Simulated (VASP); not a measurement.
# SiB (P-6m2) in VASP: density of states with PBE

Aim: the density of states of SiB with PBE.

Program: VASP 6.6.1. These are calculated values, not measurements. Logs are shortened: lines on timing, memory, paths and dates and some standing lists are left out, and cuts for length are marked.

**1. Starting point**

The structure is hexagonal, space group P-6m2 (No. 187). The conventional cell has a = 3.408 Å, b = 3.408 Å, c = 9.500 Å, α = 90.00°, β = 90.00°, γ = 120.00°. Si (site symmetry 3m) is surrounded by 3 B at 2.01 Å. Si (site symmetry 3m) has 4 B at 2.06 to 2.30 Å as nearest neighbours. B (site symmetry 3m) is surrounded by 1 B at 1.72 Å. Around B (site symmetry 3m) lie 1 B at 1.93 Å and 3 Si at 2.01 Å.

The cell was built by a generator and needn't be a form met in nature.

**2. Density of states, PBE**

Contents of POSCAR:

```
SiB                                     
1.0
    3.4077129087      0.0000000000     -0.0000000000
   -1.7038564493      2.9511659448      0.0000000000
   -0.0000000000     -0.0000000000      9.4996191455
  Si              B             
     4     4
Direct
     0.0000000000000000    0.0000000000000000    0.1438908053121387
     1.0000000000000000    0.0000000000000000    0.8561091946878613
     0.3333333300000021    0.6666666699999979    0.3437065960596775
     0.3333333300000021    0.6666666699999979    0.6562934039403225
     0.6666666699999979    0.3333333300000021    0.4094843385269190
     0.6666666699999979    0.3333333300000021    0.5905156614730809
     0.3333333300000021    0.6666666699999979    0.1014823765238195
     0.3333333300000021    0.6666666699999979    0.8985176234761805
```

Contents of INCAR.step1:

```
SYSTEM = SiB
ALGO = Normal ; EDIFF = 1E-6
ENCUT = 520 ; GGA = PE
ISIF = 2 ; ISMEAR = 0
KPAR = 4 ; LASPH = .True.
LCHARG = .True. ; LREAL = .False.
LWAVE = .False. ; NELM = 80
PREC = Accurate ; SIGMA = 0.1
```

Contents of KPOINTS.step1:

```
k-points
0
Gamma
  10 10 4
  0 0 0
```

Contents of INCAR.step2:

```
SYSTEM = SiB
ALGO = Normal ; EDIFF = 1E-6
ENCUT = 520 ; GGA = PE
ICHARG = 11 ; ISIF = 2
ISMEAR = -5 ; KPAR = 4
LASPH = .True. ; LCHARG = .False.
LORBIT = 11 ; LREAL = .False.
LWAVE = .False. ; NEDOS = 1001
NELM = 80 ; PREC = Accurate
SIGMA = 0.1
```

Contents of KPOINTS.step2:

```
k-points
0
Gamma
  15 15 6
  0 0 0
```

Potentials or basis: VASP PAW PBE potentials, release 64 (Si, B).

On the command line:

```console
$ cat potpaw_PBE.64/Si/POTCAR potpaw_PBE.64/B/POTCAR > POTCAR
$ cp INCAR.step1 INCAR
$ cp KPOINTS.step1 KPOINTS
$ mpirun -np 4 vasp_std > vasp.out
$ cp INCAR.step2 INCAR
$ cp KPOINTS.step2 KPOINTS
$ mpirun -np 4 vasp_std > vasp.out
```

OUTCAR:

```text
SYSTEM = SiB
   EDIFF = 1E-6
   ENCUT = 520
   GGA = PE
   ICHARG = 11
   ISIF = 2
   ISMEAR = -5
   LASPH = .True.
   LORBIT = 11
   LREAL = .False.
   NELM = 80
   PREC = Accurate

 ion  position               nearest neighbor table
   1  0.000  0.000  0.144-   7 2.01   7 2.01   7 2.01   2 2.73   3 2.73   3 2.73   3 2.73
   2  0.000  0.000  0.856-   8 2.01   8 2.01   8 2.01   1 2.73   4 2.73   4 2.73   4 2.73
   3  0.333  0.667  0.344-   5 2.06   5 2.06   5 2.06   7 2.30   1 2.73   1 2.73   1 2.73   4 2.97

   4  0.333  0.667  0.656-   6 2.06   6 2.06   6 2.06   8 2.30   2 2.73   2 2.73   2 2.73   3 2.97

   5  0.667  0.333  0.409-   6 1.72   3 2.06   3 2.06   3 2.06
   6  0.667  0.333  0.591-   5 1.72   4 2.06   4 2.06   4 2.06
   7  0.333  0.667  0.101-   8 1.93   1 2.01   1 2.01   1 2.01   3 2.30
   8  0.333  0.667  0.899-   7 1.93   2 2.01   2 2.01   2 2.01   4 2.30

  LATTYP: Found a hexagonal cell.
 ALAT       =     3.4077129087
 C/A-ratio  =     2.7876817678

  Lattice vectors:

 A1 = (   3.4077129087,   0.0000000000,   0.0000000000)
 A2 = (  -1.7038564493,   2.9511659448,   0.0000000000)
 A3 = (   0.0000000000,   0.0000000000,   9.4996191455)

Analysis of symmetry for initial positions (statically):
=====================================================================
 Subroutine PRICEL returns:
 Original cell was already a primitive cell.

 Routine SETGRP: Setting up the symmetry group for a
 hexagonal supercell.

 Subroutine GETGRP returns: Found 12 space group operations
 (whereof 12 operations were pure point group operations)
 out of a pool of 24 trial point group operations.

The static configuration has the point symmetry D_3h.

Analysis of symmetry for dynamics (positions and initial velocities):
=====================================================================
 Subroutine PRICEL returns:
 Original cell was already a primitive cell.

 Routine SETGRP: Setting up the symmetry group for a
 hexagonal supercell.

 Subroutine GETGRP returns: Found 12 space group operations
 (whereof 12 operations were pure point group operations)
 out of a pool of 24 trial point group operations.

The dynamic configuration has the point symmetry D_3h.

 Subroutine INISYM returns: Found 12 space group operations
 (whereof 12 operations are pure point group operations),
 and found     1 'primitive' translations

----------------------------------------------------------------------------------------

                                     Primitive cell

  volume of cell :      95.5351

  direct lattice vectors                    reciprocal lattice vectors
     3.407712909  0.000000000  0.000000000     0.293451951  0.169424562  0.000000000
    -1.703856449  2.951165945  0.000000000     0.000000000  0.338849126  0.000000000
     0.000000000  0.000000000  9.499619146     0.000000000  0.000000000  0.105267378

  length of vectors
     3.407712909  3.407712904  9.499619146     0.338849125  0.338849126  0.105267378

  position of ions in fractional coordinates (direct lattice)
     0.000000000  0.000000000  0.143890805
     0.000000000  0.000000000  0.856109195
     0.333333330  0.666666670  0.343706596
     0.333333330  0.666666670  0.656293404
     0.666666670  0.333333330  0.409484339
     0.666666670  0.333333330  0.590515661
     0.333333330  0.666666670  0.101482377
     0.333333330  0.666666670  0.898517623

  ion indices of the primitive-cell ions
   primitive index   ion index
                 1           1
                 2           2
                 3           3
                 4           4
                 5           5
                 6           6
                 7           7
                 8           8

----------------------------------------------------------------------------------------

 KPOINTS: k-points

Automatic generation of k-mesh.
 Grid dimensions read from file:
 generate k-points for:   15   15    6

 Generating k-lattice:

  Cartesian coordinates                     Fractional coordinates (reciprocal lattice)
     0.019563463  0.011294971  0.000000000     0.066666667  0.000000000  0.000000000
     0.000000000  0.022589942  0.000000000     0.000000000  0.066666667  0.000000000
     0.000000000  0.000000000  0.017544563     0.000000000  0.000000000  0.166666667

  Length of vectors
     0.022589942  0.022589942  0.017544563

  Shift w.r.t. Gamma in fractional coordinates (k-lattice)
     0.000000000  0.000000000  0.000000000

 TETIRR: Found   1374 inequivalent tetrahedra from     8100

 Subroutine IBZKPT returns following result:
 ===========================================

 Found    108 irreducible k-points:

 Following reciprocal coordinates:
            Coordinates               Weight
  0.000000  0.000000  0.000000      1.000000
  0.066667  0.000000  0.000000      6.000000
  0.133333 -0.000000  0.000000      6.000000
  0.200000  0.000000  0.000000      6.000000
  0.266667 -0.000000  0.000000      6.000000
  0.333333  0.000000  0.000000      6.000000
[... 16 lines left out ...]
  0.333333  0.200000  0.000000     12.000000
  0.400000  0.200000  0.000000      6.000000
 [... further k-points ...]
   k-points           NKPTS =    108   k-points in BZ     NKDIM =    108   number of bands    NBANDS=     19
   number of dos      NEDOS =   1001   number of ions     NIONS =      8
   total plane-waves  NPLWV =  56448
   dimension x,y,z NGX =    28 NGY =   28 NGZ =   72
   dimension x,y,z NGXF=    56 NGYF=   56 NGZF=  144
   ions per type =               4   4
   NGX,Y,Z   is equivalent  to a cutoff of  13.66, 13.66, 12.60 a.u.
   NGXF,Y,Z  is equivalent  to a cutoff of  27.32, 27.32, 25.20 a.u.
 SYSTEM =  SiB
   PREC   = accura    normal or accurate (medium, high low for compatibility)
   ISTART =      0    job   : 0-new  1-cont  2-samecut
   ICHARG =     11    charge: 1-file 2-atom 10-const
   ISPIN  =      1    spin polarized calculation?
   LNONCOLLINEAR =      F non collinear calculations
   LSORBIT =      F    spin-orbit coupling
   LASPH  =      T    aspherical Exc in radial PAW
   ENCUT  =  520.0 eV  38.22 Ry    6.18 a.u.   6.34  6.34 17.66*2*pi/ulx,y,z
   NELM   =     80;   NELMIN=  2; NELMDL=  0     # of ELM steps
   EDIFF  = 0.1E-05   stopping-criterion for ELM
   LREAL  =      F    real-space projection
   EDIFFG = 0.1E-04   stopping-criterion for IOM
   NSW    =      0    number of steps for IOM
   IBRION =     -1    ionic relax: 0-MD 1-quasi-New 2-CG
   NFREE  =      0    steps in history (QN), initial steepest desc. (CG)
   ISIF   =      2    stress and relaxation
   ISYM   =      2    0-nonsym 1-usesym 2-fastsym
   POTIM  = 0.5000    time-step for ionic-motion
   TEBEG  =    0.0;   TEEND  =   0.0 temperature during run
   PSTRESS=    0.0 pullay stress
   NELECT =      28.0000    total number of electrons
   NUPDOWN=      -1.0000    fix difference up-down
   EMIN   =  10.00;   EMAX   =-10.00  energy-range for DOS
   EFERMI =   0.00;   METHOD = LEGACY
   ISMEAR =    -5;   SIGMA  =   0.10  broadening in eV -4-tet -1-fermi 0-gaus
   EFERMI_NEDOS =   21; number of points for ismear=-14 and -15
   IALGO  =     38    algorithm
   IMIX   =      4    mixing-type and parameters
     AMIX     =   0.40;   BMIX     =  1.00
     AMIX_MAG =   1.60;   BMIX_MAG =  1.00
  volume/ion in A,a.u.               =      11.94        80.59
  Fermi-wavevector in a.u.,A,eV,Ry     =   1.087443  2.054970 16.089333  1.182533
  Thomas-Fermi vector in A             =   2.223603
   LORBIT       =     11    0 simple, 1 ext, 2 COOP (PROOUT), +10 PAW based schemes
   GGA     = PE    functional components
   LHFCALC =     F    Hartree Fock is set to
   AEXX    =    0.0000 exact exchange contribution
   IVDW    =     0    specifies the selected vdW correction
   LEPSILON=     F    determine dielectric tensor
   LRPA    =     F    only Hartree local field effects (RPA)
 non-spin polarized calculation
 Fermi weights with tetrahedron method with Bloechl corrections
  energy-cutoff  :      520.00
  volume of cell :       95.54
 maximum number of plane-waves:      2603
 NGX is ok and might be reduce to    28

 number of electron      28.0000000 magnetization

 Free energy of the ion-electron system (eV)
  ---------------------------------------------------
  ext. energy  EPLUGINS =         0.00000000
  ---------------------------------------------------
  free energy    TOTEN  =       -45.14423563 eV

  energy without entropy =      -45.14423563  energy(sigma->0) =      -45.14423563

 E-fermi :   7.4942     XC(G=0): -10.7967

 val. band max:        7.5619947107   @ k =   0.2667   0.0667   0.0000
 cond. band min:       7.4152573072   @ k =   0.4667   0.0667   0.5000
 fundamental gap:     -0.1467374035
 Fermi energy:         7.4941537494

 k-point     1 :       0.0000    0.0000    0.0000
  band No.  band energies     occupation
      1      -6.5081      2.00000
      2      -5.2895      2.00000
      3      -4.5869      2.00000
      4      -1.0501      2.00000
      5      -0.1062      2.00000
      6       5.3697      2.00000
[... 11 lines left out ...]
     18      10.9576      0.00000
     19      11.0030      0.00000

 k-point     2 :       0.0667    0.0000    0.0000
  band No.  band energies     occupation
      1      -6.4418      2.00000
      2      -5.2221      2.00000
      3      -4.5241      2.00000
      4      -0.9891      2.00000
      5      -0.0477      2.00000
      6       5.0301      2.00000
[... 476 lines left out ...]
 k-point    24 :       0.4000    0.2000    0.0000
  band No.  band energies     occupation
      1      -3.0055      2.00000
      2      -2.0343      2.00000
      3      -1.7885      2.00000
      4      -0.9812      2.00000
      5      -0.4630      2.00000
      6      -0.3952      2.00000
[... 11 lines left out ...]
     18      10.5886      0.00000
     19      11.0063      0.00000

 [... further k-points ...]

------------------------ aborting loop because EDIFF is reached ----------------------------------------

  FORCE on cell =-STRESS in cart. coord.  units (eV):
  Direction    XX          YY          ZZ          XY          YZ          ZX
  --------------------------------------------------------------------------------------
  -------------------------------------------------------------------------------------
  Total        0.1427562      0.1427562     -0.4123737      0.0000000      0.0000000      0.0000000
  in kB        2.3941023      2.3941023     -6.9157403      0.0000000      0.0000000      0.0000000
  external PRESSURE =      -0.7091785 kB  Pullay stress =       0.0000000 kB

 VOLUME and BASIS-vectors are now :
 -----------------------------------------------------------------------------
  energy-cutoff  :      520.00
  volume of cell :       95.54
      direct lattice vectors                 reciprocal lattice vectors
     3.407712909  0.000000000  0.000000000     0.293451951  0.169424562  0.000000000
    -1.703856449  2.951165945  0.000000000     0.000000000  0.338849126  0.000000000
     0.000000000  0.000000000  9.499619146     0.000000000  0.000000000  0.105267378

 POSITION                                       TOTAL-FORCE (eV/Angst)
 -----------------------------------------------------------------------------------
      0.00000      0.00000      1.36691        -0.000000      0.000000     -0.010291
      0.00000      0.00000      8.13271        -0.000000      0.000000      0.010291
     -0.00000      1.96744      3.26508         0.000000     -0.000000      0.018507
     -0.00000      1.96744      6.23454         0.000000     -0.000000     -0.018507
      1.70386      0.98372      3.88995         0.000000      0.000000     -0.005717
      1.70386      0.98372      5.60967        -0.000000      0.000000      0.005717
     -0.00000      1.96744      0.96404         0.000000     -0.000000     -0.023912
     -0.00000      1.96744      8.53558        -0.000000     -0.000000      0.023912
 -----------------------------------------------------------------------------------
    total drift:                                0.000017     -0.000010     -0.000000

  FREE ENERGIE OF THE ION-ELECTRON SYSTEM (eV)
  ---------------------------------------------------
  free  energy   TOTEN  =       -45.1442356337 eV

  energy  without entropy=      -45.1442356337  energy(sigma->0) =      -45.14423563

 total charge

# of ion       s       p       d       tot
------------------------------------------
    1        0.774   0.899   0.000   1.673
    2        0.774   0.899   0.000   1.673
    3        0.770   0.842   0.000   1.612
    4        0.770   0.842   0.000   1.612
    5        0.707   1.177   0.000   1.884
    6        0.707   1.177   0.000   1.884
    7        0.675   1.229   0.000   1.903
    8        0.675   1.229   0.000   1.903
--------------------------------------------------
tot          5.853   8.293   0.000  14.146
```

Wall time 32 s (4 MPI ranks of Intel Xeon Platinum 8559C (Emerald Rapids), shared host); peak memory 0.3 GiB.

What came out:

- Valence electrons inside the program's atomic spheres: Si 1.67, 1.61; B 1.88, 1.90

Levels at points of the mesh, in eV from the Fermi level:
```
           k point  band 12  band 13  band 14  band 15  band 16  band 17
(0.00, 0.00, 0.00)    -0.43    -0.43     1.29     1.29     2.03     2.96
(0.00, 0.00, 0.50)    -0.18     1.14     1.14     1.44     1.99     2.92
```

States per cell in windows of 0.5 eV (zero at the Fermi level; states under -8 eV left out):
| from (eV) | total | B7_p | B8_p | B5_p | B6_p | Si1_p | Si2_p |
| --- | --- | --- | --- | --- | --- | --- | --- |
| -8.0 | 1.13 | 0.03 | 0.03 | 0.03 | 0.03 | 0.02 | 0.02 |
| -7.5 | 1.03 | 0.03 | 0.03 | 0.03 | 0.03 | 0.02 | 0.02 |
| -7.0 | 0.95 | 0.04 | 0.04 | 0.03 | 0.03 | 0.03 | 0.03 |
| -6.5 | 1.12 | 0.04 | 0.04 | 0.03 | 0.03 | 0.03 | 0.03 |
| -6.0 | 1.03 | 0.05 | 0.05 | 0.03 | 0.03 | 0.04 | 0.04 |
| -5.5 | 1.19 | 0.06 | 0.06 | 0.04 | 0.04 | 0.05 | 0.05 |
| -5.0 | 1.43 | 0.08 | 0.08 | 0.06 | 0.06 | 0.05 | 0.05 |
| -4.5 | 1.37 | 0.09 | 0.09 | 0.06 | 0.06 | 0.06 | 0.06 |
| -4.0 | 1.70 | 0.11 | 0.11 | 0.08 | 0.08 | 0.08 | 0.08 |
| -3.5 | 1.69 | 0.11 | 0.11 | 0.10 | 0.10 | 0.07 | 0.07 |
| -3.0 | 1.72 | 0.11 | 0.11 | 0.12 | 0.12 | 0.07 | 0.07 |
| -2.5 | 1.58 | 0.10 | 0.10 | 0.14 | 0.14 | 0.06 | 0.06 |
| -2.0 | 1.65 | 0.10 | 0.10 | 0.16 | 0.16 | 0.07 | 0.07 |
| -1.5 | 0.84 | 0.05 | 0.05 | 0.07 | 0.07 | 0.04 | 0.04 |
| -1.0 | 0.79 | 0.05 | 0.05 | 0.05 | 0.05 | 0.05 | 0.05 |
| -0.5 | 1.00 | 0.05 | 0.05 | 0.07 | 0.07 | 0.06 | 0.06 |
| 0.0 | 1.15 | 0.03 | 0.03 | 0.08 | 0.08 | 0.06 | 0.06 |
| 0.5 | 1.35 | 0.03 | 0.03 | 0.09 | 0.09 | 0.07 | 0.07 |
| 1.0 | 1.50 | 0.05 | 0.05 | 0.09 | 0.09 | 0.08 | 0.08 |
| 1.5 | 0.95 | 0.04 | 0.04 | 0.03 | 0.03 | 0.05 | 0.05 |
| 2.0 | 1.15 | 0.06 | 0.06 | 0.03 | 0.03 | 0.06 | 0.06 |
| 2.5 | 1.07 | 0.07 | 0.07 | 0.03 | 0.03 | 0.05 | 0.05 |
| 3.0 | 0.87 | 0.05 | 0.05 | 0.02 | 0.02 | 0.03 | 0.03 |
| 3.5 | 1.09 | 0.05 | 0.05 | 0.02 | 0.02 | 0.03 | 0.03 |
| 4.0 | 0.69 | 0.03 | 0.03 | 0.02 | 0.02 | 0.02 | 0.02 |
| 4.5 | 0.21 | 0.01 | 0.01 | 0.00 | 0.00 | 0.00 | 0.00 |
| 5.0 | 0.01 | 0.00 | 0.00 | 0.00 | 0.00 | 0.00 | 0.00 |
| 5.5 | 0.00 | 0.00 | 0.00 | 0.00 | 0.00 | 0.00 | 0.00 |

Caveat: tetrahedron occupations give inexact forces and stress in metals.
